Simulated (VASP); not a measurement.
```xyz
3
Lattice="1.5687 -2.7170 0.0000 1.5687 2.7170 0.0000 0.0000 0.0000 3.5081" Properties=species:S:1:pos:R:3 pbc="T T T"
Hf     0.0000     0.0000     0.0000
B      1.5687     0.9057     1.7541
B      1.5687    -0.9057     1.7541
```

These are optB88-vdW, VASP's PBE PAW potentials (set 64) (plane waves; VASP) values and carry that method's errors. Settings: 520 eV cut-off, Gaussian smearing of 0.050 eV, potentials Hf_pv B.

Unless said otherwise, spin-orbit coupling is left out, though it shifts the bands of the heavy elements here.

Problem. What does the run give for the band gap (along the path) with the smallest direct gap where there is one?

Solution. 
```yaml
band gap (along the path): none (metal, semimetal or under 0.01 eV)
```

Total energies compare only between runs with the same potentials, cut-off and functional.

The compound is HfB2 in the AlB2 type structure. It was relaxed first.
